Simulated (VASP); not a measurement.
CdSe (wurtzite), at 0.96 of the tabulated volume:

```yaml
crystal:
  lattice:
    - [2.12094, -3.67358, 0.00000]
    - [2.12094, 3.67358, 0.00000]
    - [0.00000, 0.00000, 6.91526]
  atoms:
    - { symbol: Cd, position: [0.66667, 0.33333, 0.50000] }
    - { symbol: Cd, position: [0.33333, 0.66667, 0.00000] }
    - { symbol: Se, position: [0.66667, 0.33333, 0.87600] }
    - { symbol: Se, position: [0.33333, 0.66667, 0.37600] }
```

The lowest empty band near Γ, direction c, from mBJ (TB09) with spin-orbit coupling in VASP (PAW); its two spin partners are averaged. The gap over the points computed is 2.00 eV, and the next band on that side lies 1.25 eV away at the edge.

Run with 400 eV cut-off, 7×7×4 Γ-centred mesh, Gaussian smearing of 0.050 eV, potentials Cd Se.

| distance from the edge in k (1/Å) | distance in energy (meV) |
|---|---|
| 0.012 | 3.5 |
| 0.018 | 7.7 |
| 0.025 | 14.8 |
| 0.035 | 28.8 |
| 0.050 | 57.7 |
| 0.070 | 109.9 |

Q: Fit E(1 + αE) = ħ²k²/2m* (ħ²/2m0 = 3.810 eV Å²) and predict the row at 0.095 1/Å.

A: Least squares on the energies gives the electron mass m* = 0.160 m0 and α = 0.59 per eV, and so 193.4 meV. The run gave 193.3 meV, -0.1 meV from the fit.

Left out are points under 3 meV from the edge, since the levels carry 0.1 meV, and points farther than half the way to the next band.

The compound is CdSe in the wurtzite structure. The cell was not relaxed at this level.
